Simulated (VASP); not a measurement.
Given:

```
CELL_PARAMETERS angstrom
     -1.62500     1.62500     2.47500
      1.62500    -1.62500     2.47500
      1.62500     1.62500    -2.47500
ATOMIC_POSITIONS crystal
  In 0.00000 0.00000 0.00000
```

Computed with RPBE GGA, VASP's PBE PAW potentials (set 64) (plane waves; VASP). Run with 520 eV cut-off, 14×14×14 Γ-centred mesh, first-order Methfessel-Paxton smearing of 0.10 eV, potentials In_d.

Energy and stress use the plane-wave basis of the starting cell.

### Question
The ions, cell shape and volume are relaxed. Give the cell that the relaxation ends in.

### Answer

```
CELL_PARAMETERS angstrom
     -1.66874     1.66874     2.57271
      1.66874    -1.66874     2.57271
      1.66874     1.66874    -2.57271
ATOMIC_POSITIONS crystal
  In 0.00000 0.00000 0.00000
```
Space group I4/mmm (139), at a tolerance of 0.03 Å.

### Question
How do energy and volume change from the first to the last step?

### Answer
The energy (σ→0) changes by -26.1 meV/atom and the volume by +9.6 %, in 7 ionic steps.

```csv
step,E(σ→0) (eV),max force (eV/Å),pressure (GPa),volume (Å³)
1,-2.1727,0.000,3.57,26.14
2,-2.1984,0.000,0.31,28.41
3,-2.1987,0.000,-0.02,28.70
4,-2.1987,0.000,0.10,28.65
5,-2.1987,0.000,0.02,28.65
6,-2.1987,0.000,0.04,28.65
7,-2.1988,0.000,0.03,28.66
```

The compound is In in the bct structure. This run relaxes it. Symmetry was kept, so distortions that lower it aren't found.
